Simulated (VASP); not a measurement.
```yaml
crystal:
  lattice:
    - [0.00000, 2.86234, 2.86234]
    - [2.86234, 0.00000, 2.86234]
    - [2.86234, 2.86234, 0.00000]
  atoms:
    - { symbol: Al, position: [0.00000, 0.00000, 0.00000] }
    - { symbol: As, position: [0.25000, 0.25000, 0.25000] }
```

Level of theory: optB88-vdW, VASP's PBE PAW potentials (set 64) (plane waves; VASP). Run with 520 eV cut-off, Gaussian smearing of 0.050 eV, potentials Al As.

Problem. Give the energies of bands 2 to 7 at the high-symmetry points, in eV from the valence-band maximum.

Solution. 
```
band     Γ      X      U      L      W
----  ----  -----  -----  -----  -----
2     0.00  -5.29  -5.05  -5.39  -4.98
3     0.00  -2.08  -3.24  -0.79  -3.02
4     0.00  -2.08  -1.72  -0.79  -2.68
5     1.77   1.57   2.31   2.03   4.38
6     4.27   2.33   4.93   4.71   5.47
7     4.27  10.09   8.05   4.71   5.62
```

The gap is indirect, 1.57 eV, from the valence maximum at Γ to the conduction minimum at X.

Measured: gap 2.28 eV (computed value off by -0.71 eV), as given by Wei Chen et al., Physical Review Materials (2018), doi:10.1103/physrevmaterials.2.073803 [zero-point renormalisation of 0.04 eV added back (the table's ZPR column)].

The compound is AlAs in the zinc blende structure. It was relaxed first.
